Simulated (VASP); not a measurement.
Consider the following.

```
ZnSe
1.0
    0.00000     2.94180     2.82865
    2.94180     0.00000     2.82865
    2.94180     2.94180     0.00000
Zn Se
1 1
Direct
  0.00000   0.00000   0.00000
  0.25000   0.25000   0.25000
```

All values below come from r2SCAN meta-GGA, VASP's PBE PAW potentials (set 64) (plane waves; VASP). Run with 480 eV cut-off, 8×8×8 Γ-centred mesh, Gaussian smearing of 0.050 eV, potentials Zn Se.

**Question.** Give the stress tensor in GPa (positive for a compressed cell).

**Answer.** 
```
-4.54   0.00   0.00
 0.00  -4.54   0.00
 0.00   0.00  -3.18
```
The pressure is its mean diagonal, -4.09 GPa.

The compound is ZnSe in the zinc blende structure. This cell was strained or had an atom moved on purpose.
